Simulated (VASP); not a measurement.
Given:

```xyz
6
Lattice="4.8090 0.0000 0.0000 0.0000 4.8090 0.0000 0.0000 0.0000 3.1994" Properties=species:S:1:pos:R:3 pbc="T T T"
Hf     0.0000     0.0000     0.0000
Hf     2.4045     2.4045     1.5997
O      0.9372     3.8718     1.5997
O      3.8718     0.9372     1.5997
O      3.3417     3.3417     0.0000
O      1.4673     1.4673     0.0000
```

These are PBEsol GGA, VASP's PBE PAW potentials (set 64) (plane waves; VASP) values and carry that method's errors. Settings: 520 eV cut-off, 5×5×8 Γ-centred mesh, tetrahedra with Blöchl corrections, potentials Hf_pv O.

Unless said otherwise, spin-orbit coupling is left out, though it shifts the bands of the heavy elements here.

**Question.** What does the run give for the energy per atom (σ→0), band gap (on the k-mesh) with the smallest direct gap where there is one?

**Answer.** 
```json
{
  "band gap (on the k-mesh)": "3.89 eV",
  "smallest direct gap (on the k-mesh)": "3.89 eV",
  "energy per atom (σ→0)": "-10.559 eV/atom"
}
```

The structure comes from a computed database's HfO2 entry (P4_2/mnm); how it stands against other phases isn't given here. It was relaxed first.
